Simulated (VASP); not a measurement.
# YPb3 (Pm-3m) in VASP: electric field gradients with LDA

Aim: the electric field gradients of YPb3 with LDA.

All numbers are computed with VASP 6.6.1; they aren't measurements. Logs are shortened: lines on timing, memory, paths and dates and some standing lists are left out, and cuts for length are marked.

### 1 Starting point

It takes space group Pm-3m (No. 221, cubic). Conventional cell: a = 4.862 Å, b = 4.862 Å, c = 4.862 Å, α = 90.00°, β = 90.00°, γ = 90.00°. Around Y (site symmetry m-3m) lie 12 Pb at 3.44 Å. Around Pb (site symmetry 4/mmm) lie 4 Y at 3.44 Å and 8 Pb at 3.44 Å.

The cell comes from a database or a generator and needn't be the stable form of this composition.

### 2 Electric field gradients, LDA

The input, INCAR:

```
PREC = Accurate
ENCUT = 520
EDIFF = 1E-8
ISMEAR = -1
SIGMA = 0.08
LREAL = F
LASPH = T
NELM = 100
ALGO = Fast
ISIF = 2
LWAVE = F
LCHARG = F
GGA = CA
LEFG = T
NBANDS = 34
```

The input, KPOINTS:

```
Automatic mesh
0
Gamma
  8 8 8
```

The input, POSCAR:

```
YPb3
1.0
    4.8624544500      0.0000000000      0.0000000000
    0.0000000000      4.8624544500      0.0000000000
    0.0000000000      0.0000000000      4.8624544500
Y Pb
1 3
Direct
    0.0000000000      0.0000000000      0.0000000000
    0.5000000000      0.5000000000      0.0000000000
    0.5000000000      0.0000000000      0.5000000000
    0.0000000000      0.5000000000      0.5000000000
```

Potentials or basis: VASP PAW LDA potentials, release 64 (Y_sv, Pb_d).

Command:

```console
$ cat potpaw_LDA.64/Y_sv/POTCAR potpaw_LDA.64/Pb_d/POTCAR > POTCAR
$ mpirun -np 1 vasp_std > vasp.out
```

OUTCAR:

```text
PREC = Accurate
   ENCUT = 520
   EDIFF = 1E-8
   ISMEAR = -1
   LREAL = F
   LASPH = T
   NELM = 100
   ISIF = 2
   GGA = CA

 ion  position               nearest neighbor table
   1  0.000  0.000  0.000-   2 3.44   3 3.44   4 3.44   3 3.44   4 3.44   2 3.44   4 3.44   4 3.44
                             2 3.44   3 3.44   3 3.44   2 3.44
   2  0.500  0.500  0.000-   1 3.44   3 3.44   4 3.44   3 3.44   4 3.44   1 3.44   3 3.44   3 3.44
                             1 3.44   4 3.44   4 3.44   1 3.44
   3  0.500  0.000  0.500-   1 3.44   2 3.44   4 3.44   1 3.44   2 3.44   2 3.44   4 3.44   2 3.44
                             1 3.44   4 3.44   1 3.44   4 3.44
   4  0.000  0.500  0.500-   1 3.44   2 3.44   3 3.44   1 3.44   2 3.44   1 3.44   3 3.44   1 3.44
                             2 3.44   3 3.44   2 3.44   3 3.44

  LATTYP: Found a simple cubic cell.
 ALAT       =     4.8624544500

  Lattice vectors:

 A1 = (   4.8624544500,   0.0000000000,   0.0000000000)
 A2 = (   0.0000000000,   4.8624544500,   0.0000000000)
 A3 = (   0.0000000000,   0.0000000000,   4.8624544500)

Analysis of symmetry for initial positions (statically):
=====================================================================
 Subroutine PRICEL returns:
 Original cell was already a primitive cell.

 Routine SETGRP: Setting up the symmetry group for a
 simple cubic supercell.

 Subroutine GETGRP returns: Found 48 space group operations
 (whereof 48 operations were pure point group operations)
 out of a pool of 48 trial point group operations.

The static configuration has the point symmetry O_h .

Analysis of symmetry for dynamics (positions and initial velocities):
=====================================================================
 Subroutine PRICEL returns:
 Original cell was already a primitive cell.

 Routine SETGRP: Setting up the symmetry group for a
 simple cubic supercell.

 Subroutine GETGRP returns: Found 48 space group operations
 (whereof 48 operations were pure point group operations)
 out of a pool of 48 trial point group operations.

The dynamic configuration has the point symmetry O_h .

 Subroutine INISYM returns: Found 48 space group operations
 (whereof 48 operations are pure point group operations),
 and found     1 'primitive' translations

----------------------------------------------------------------------------------------

                                     Primitive cell

  volume of cell :     114.9653

  direct lattice vectors                    reciprocal lattice vectors
     4.862454450  0.000000000  0.000000000     0.205657454  0.000000000  0.000000000
     0.000000000  4.862454450  0.000000000     0.000000000  0.205657454  0.000000000
     0.000000000  0.000000000  4.862454450     0.000000000  0.000000000  0.205657454

  length of vectors
     4.862454450  4.862454450  4.862454450     0.205657454  0.205657454  0.205657454

  position of ions in fractional coordinates (direct lattice)
     0.000000000  0.000000000  0.000000000
     0.500000000  0.500000000  0.000000000
     0.500000000  0.000000000  0.500000000
     0.000000000  0.500000000  0.500000000

  ion indices of the primitive-cell ions
   primitive index   ion index
                 1           1
                 2           2
                 3           3
                 4           4

----------------------------------------------------------------------------------------

 KPOINTS: Automatic mesh

Automatic generation of k-mesh.
 Grid dimensions read from file:
 generate k-points for:    8    8    8

 Generating k-lattice:

[... 23 lines left out ...]
  0.125000  0.125000  0.000000     12.000000
[... 16 lines left out ...]
  0.375000  0.375000  0.125000     24.000000
  0.500000  0.375000  0.125000     24.000000
 [... further k-points ...]
   k-points           NKPTS =     35   k-points in BZ     NKDIM =     35   number of bands    NBANDS=     34
   number of dos      NEDOS =    301   number of ions     NIONS =      4
   total plane-waves  NPLWV =  46656
   dimension x,y,z NGX =    36 NGY =   36 NGZ =   36
   dimension x,y,z NGXF=    72 NGYF=   72 NGZF=   72
   ions per type =               1   3
   NGX,Y,Z   is equivalent  to a cutoff of  12.31, 12.31, 12.31 a.u.
   NGXF,Y,Z  is equivalent  to a cutoff of  24.62, 24.62, 24.62 a.u.
 SYSTEM =  unknown system
   PREC   = accura    normal or accurate (medium, high low for compatibility)
   ISTART =      0    job   : 0-new  1-cont  2-samecut
   ICHARG =      2    charge: 1-file 2-atom 10-const
   ISPIN  =      1    spin polarized calculation?
   LNONCOLLINEAR =      F non collinear calculations
   LSORBIT =      F    spin-orbit coupling
   LASPH  =      T    aspherical Exc in radial PAW
   ENCUT  =  520.0 eV  38.22 Ry    6.18 a.u.   9.04  9.04  9.04*2*pi/ulx,y,z
   NELM   =    100;   NELMIN=  2; NELMDL= -5     # of ELM steps
   EDIFF  = 0.1E-07   stopping-criterion for ELM
   LREAL  =      F    real-space projection
   EDIFFG = 0.1E-06   stopping-criterion for IOM
   NSW    =      0    number of steps for IOM
   IBRION =     -1    ionic relax: 0-MD 1-quasi-New 2-CG
   NFREE  =      0    steps in history (QN), initial steepest desc. (CG)
   ISIF   =      2    stress and relaxation
   ISYM   =      2    0-nonsym 1-usesym 2-fastsym
   POTIM  = 0.5000    time-step for ionic-motion
   TEBEG  =    0.0;   TEEND  =   0.0 temperature during run
   PSTRESS=    0.0 pullay stress
   NELECT =      53.0000    total number of electrons
   NUPDOWN=      -1.0000    fix difference up-down
   EMIN   =  10.00;   EMAX   =-10.00  energy-range for DOS
   EFERMI =   0.00;   METHOD = LEGACY
   ISMEAR =    -1;   SIGMA  =   0.08  broadening in eV -4-tet -1-fermi 0-gaus
   EFERMI_NEDOS =   21; number of points for ismear=-14 and -15
   IALGO  =     68    algorithm
   IMIX   =      4    mixing-type and parameters
     AMIX     =   0.40;   BMIX     =  1.00
     AMIX_MAG =   1.60;   BMIX_MAG =  1.00
  volume/ion in A,a.u.               =      28.74       193.96
  Fermi-wavevector in a.u.,A,eV,Ry     =   1.264672  2.389884 21.761094  1.599395
  Thomas-Fermi vector in A             =   2.397965
   LORBIT       =      0    0 simple, 1 ext, 2 COOP (PROOUT), +10 PAW based schemes
   GGA     = CA    functional components
   LHFCALC =     F    Hartree Fock is set to
   AEXX    =    0.0000 exact exchange contribution
   IVDW    =     0    specifies the selected vdW correction
   LEPSILON=     F    determine dielectric tensor
   LRPA    =     F    only Hartree local field effects (RPA)
 non-spin polarized calculation
 RMM-DIIS sequential band-by-band and
  energy-cutoff  :      520.00
  volume of cell :      114.97
 maximum number of plane-waves:      3136
   NGX = 19   NGY = 19   NGZ = 19

 number of electron      53.0000023 magnetization

 Free energy of the ion-electron system (eV)
  ---------------------------------------------------
  ext. energy  EPLUGINS =         0.00000000
  ---------------------------------------------------
  free energy    TOTEN  =       -21.12940402 eV

  energy without entropy =      -21.08337787  energy(sigma->0) =      -21.10639094

 E-fermi :   6.8094     XC(G=0): -10.5764

 val. band max:        6.8091337675   @ k =   0.2500   0.1250   0.0000
 cond. band min:       6.8529534585   @ k =   0.3750   0.1250   0.1250
 fundamental gap:      0.0438196910
 Fermi energy:         6.8094027305

 k-point     1 :       0.0000    0.0000    0.0000
  band No.  band energies     occupation
      1     -36.5427      2.00000
      2     -16.6393      2.00000
      3     -16.6393      2.00000
      4     -16.6393      2.00000
      5     -10.2911      2.00000
      6     -10.2911      2.00000
[... 877 lines left out ...]
     33      10.3187      0.00000
     34      11.6223      0.00000

 [... further k-points ...]
[... 5 lines left out ...]
  --------------------------------------------------------------------------------------
  -------------------------------------------------------------------------------------
  Total       -2.5208694     -2.5208694     -2.5208694     -0.0000000     -0.0000000      0.0000000
  in kB      -35.1313052    -35.1313052    -35.1313052     -0.0000000     -0.0000000      0.0000000
  external PRESSURE =     -35.1313052 kB  Pullay stress =       0.0000000 kB

 VOLUME and BASIS-vectors are now :
 -----------------------------------------------------------------------------
  energy-cutoff  :      520.00
  volume of cell :      114.97
      direct lattice vectors                 reciprocal lattice vectors
     4.862454450  0.000000000  0.000000000     0.205657454  0.000000000  0.000000000
     0.000000000  4.862454450  0.000000000     0.000000000  0.205657454  0.000000000
     0.000000000  0.000000000  4.862454450     0.000000000  0.000000000  0.205657454

 POSITION                                       TOTAL-FORCE (eV/Angst)
 -----------------------------------------------------------------------------------
      0.00000      0.00000      0.00000         0.000000      0.000000      0.000000
      2.43123      2.43123      0.00000         0.000000      0.000000      0.000000
      2.43123      0.00000      2.43123         0.000000      0.000000      0.000000
      0.00000      2.43123      2.43123         0.000000      0.000000      0.000000
 -----------------------------------------------------------------------------------
    total drift:                                0.000000      0.000000      0.000000

  FREE ENERGIE OF THE ION-ELECTRON SYSTEM (eV)
  ---------------------------------------------------
  free  energy   TOTEN  =       -21.1294040184 eV

  energy  without entropy=      -21.0833778652  energy(sigma->0) =      -21.10639094

 Electric field gradients (V/A^2)
---------------------------------------------------------------------
 ion       V_xx      V_yy      V_zz      V_xy      V_xz      V_yz
---------------------------------------------------------------------
   1      -0.000     0.000     0.000     0.000     0.000     0.000
   2    -155.583  -155.583   311.166     0.000     0.000    -0.000
   3    -155.583   311.166  -155.583     0.000    -0.000    -0.000
   4     311.166  -155.583  -155.583     0.000     0.000    -0.000
---------------------------------------------------------------------

 Electric field gradients after diagonalization (V/A^2)
 (convention: |V_zz| > |V_xx| > |V_yy|)
----------------------------------------------------------------------
 ion       V_xx      V_yy      V_zz     asymmetry (V_yy - V_xx)/ V_zz
----------------------------------------------------------------------
   1       0.000    -0.000     0.000      -0.999
   2    -155.583  -155.583   311.166       0.000
   3    -155.583  -155.583   311.166       0.000
   4    -155.583  -155.583   311.166       0.000
----------------------------------------------------------------------

           NMR quadrupolar parameters

 Cq : quadrupolar parameter    Cq=e*Q*V_zz/h
 eta: asymmetry parameters     (V_yy - V_xx)/ V_zz
 Q  : nuclear electric quadrupole moment in mb (millibarn)
----------------------------------------------------------------------
 ion       Cq(MHz)       eta       Q (mb)
----------------------------------------------------------------------
   1       0.000      -0.999       1.000
   2       0.752       0.000       1.000
   3       0.752       0.000       1.000
   4       0.752       0.000       1.000
----------------------------------------------------------------------
```

Wall time 4.5 min (1 thread of Intel Xeon Platinum 8488C (Sapphire Rapids), shared host); peak memory 0.26 GiB.

Results:

```yaml
Free_energy: -21.1294 eV
Pressure: -3.5 GPa
Band_gap_on_the_k_mesh: none (metal or under the smearing width)
```

Levels at points of the mesh, in eV from the Fermi level:
```tsv
k point	band 24	band 25	band 26	band 27	band 28	band 29
(0.00, 0.00, 0.00)	-2.75	-2.75	1.34	1.34	1.36	1.36
(0.50, 0.00, 0.00)	-2.35	-1.60	-0.90	-0.03	-0.03	0.95
(0.50, 0.50, 0.00)	-1.23	-1.23	-1.09	0.22	0.22	0.40
(0.50, 0.50, 0.50)	-3.35	-3.35	-3.35	0.79	2.09	2.09
```

Electric field gradients, principal values (V/Å²):
| atom | Vxx | Vyy | Vzz |
| --- | --- | --- | --- |
| 1 Y | 0.000 | 0.000 | 0.000 |
| 2 Pb | -155.583 | -155.583 | 311.166 |
| 3 Pb | -155.583 | -155.583 | 311.166 |
| 4 Pb | -155.583 | -155.583 | 311.166 |
